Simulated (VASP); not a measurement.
The system is Mo.

```
Mo
1.0
    -1.57342    1.57342    1.57342
     1.57342   -1.57342    1.57342
     1.57342    1.57342   -1.57342
Mo
1
Cartesian
  0.0000 0.0000 0.0000
```

Base run:

- Program: VASP 6.6.1
- Functional: PBE
- Potentials or basis: VASP PAW PBE potentials, release 64 (Mo_sv)
- Cutoff: 400 eV
- k mesh: 14 × 14 × 14
- Occupations: gaussian, width 0.1 eV
- Spin: no spin polarisation

Its results: band gap on the k mesh none (metal or under the smearing width); pressure 3.8 GPa.

Task: After a change of settings the same cell gave: band gap on the k mesh none (metal or under the smearing width); pressure 4.7 GPa. Which change was it?
A. cutoff from 400 eV to 520 eV; k mesh from 14 × 14 × 14 to 6 × 6 × 6
B. cutoff from 400 eV to 700 eV
C. cutoff from 400 eV to 520 eV; k mesh from 14 × 14 × 14 to 12 × 12 × 12
D. cutoff from 400 eV to 520 eV; k mesh from 14 × 14 × 14 to 16 × 16 × 16

Result: B.

Not every run made on this cell is shown here.
